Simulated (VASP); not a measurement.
Given:

```xyz
3
Lattice="3.2196 0.0000 0.0000 -1.6098 2.7882 0.0000 0.0000 0.0000 15.8679" Properties=species:S:1:pos:R:3 pbc="T T T"
Hf    -1.6098     2.7882     7.9339
O      0.0000     1.8588     8.8877
O      1.6098     0.9294     6.9801
```

Calculation: r2SCAN meta-GGA, VASP's PBE PAW potentials (set 64) (plane waves; VASP). Run with 520 eV cut-off, 9×9×1 Γ-centred mesh, tetrahedra with Blöchl corrections, potentials Hf_pv O.

The cell holds a wide vacuum, so values per volume refer to the whole cell. Unless said otherwise, spin-orbit coupling is left out, though it shifts the bands of the heavy elements here.

Question: Estimate the energy per atom (σ→0), band gap (over mesh and band path) with the smallest direct gap where there is one.

Answer: 
band gap (over mesh and band path): 5.55 eV
smallest direct gap (over mesh and band path): 5.78 eV
energy per atom (σ→0): -22.633 eV/atom

The absolute energy has meaning only against runs of the same code, potentials and settings.

The cell is a sheet with vacuum, built from a generated structure.
